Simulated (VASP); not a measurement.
**CaGaGeH (space group P3m1): computed properties**

These are PBEsol GGA, VASP's PBE PAW potentials (set 64) (plane waves; VASP 6.6.1) values and carry that method's errors.

- space group = P3m1 (156)
- cell = a = b = 4.1008 Å, c = 4.6182 Å, α = β = 90.00°, γ = 120.00°
- volume per atom = 16.81 Å³/atom
- band gap (over mesh and band path) = 0.25 eV
- smallest direct gap (over mesh and band path) = 0.81 eV
- Hill bulk modulus = 57.5 GPa
- Hill shear modulus = 43.9 GPa
- Poisson's ratio = 0.196
- density = 4.53 g/cm³
- mean ε∞ (independent particles) = 18.10
- optical Γ-point spectrum = 151, 153 (×2), 168, 263 (×2), 752 (×2), 1186 cm⁻¹

```xyz
4
Lattice="4.1008 0.0000 0.0000 -2.0504 3.5514 0.0000 0.0000 0.0000 4.6182" Properties=species:S:1:pos:R:3 pbc="T T T"
Ca     0.0000     2.3676     4.6001
Ga     0.0000     0.0000     2.5962
Ge     2.0504     1.1838     1.9523
H      0.0000     0.0000     4.3311
```

The structure comes from a computed database's CaGaGeH entry (P3m1); how it stands against other phases isn't given here. It was relaxed first, which changed the volume by -6 %. Symmetry was kept, so distortions that lower it aren't found.
